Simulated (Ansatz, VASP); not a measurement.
Ta3Cu in VASP and in Ansatz

```xyz
4
Lattice="-2.0065 2.0065 4.2082 2.0065 -2.0065 4.2082 2.0065 2.0065 -4.2082" Properties=species:S:1:pos:R:3 pbc="T T T"
Ta    0.0000    0.0000    4.2082
Ta    2.0065    0.0000    2.1041
Ta    0.0000    2.0065    2.1041
Cu    0.0000    0.0000    0.0000
```

The cell comes from a database or a generator and needn't be the stable form of this composition.

Alike in both runs: task single point; functional PBE; k mesh 9 × 9 × 9; occupations gaussian, width 0.1 eV; no spin polarisation.

```csv
,VASP,Ansatz
version,VASP 6.6.1,Ansatz 0.2.0
potentials or method,"VASP PAW PBE potentials, release 64 (Ta, Cu)",Ansatz PAW
plane-wave cutoff (eV),500,420
valence electrons in the cell,26,58
```

|  | VASP | Ansatz | Ansatz less VASP |
| --- | --- | --- | --- |
| gap on the k mesh at the Fermi level (eV) | none | none | - |
| pressure (GPa) | -1.0 | 0.5 | +1.48 |
| largest component of the traceless stress (GPa) | 0.17 | 0.20 | +0.024 |

A gap of «none» marks a metal or a gap that the smearing closes. The two sets of potentials don't hold the same shells in valence.

Spin-orbit coupling is left out, which matters for the levels of Ta.
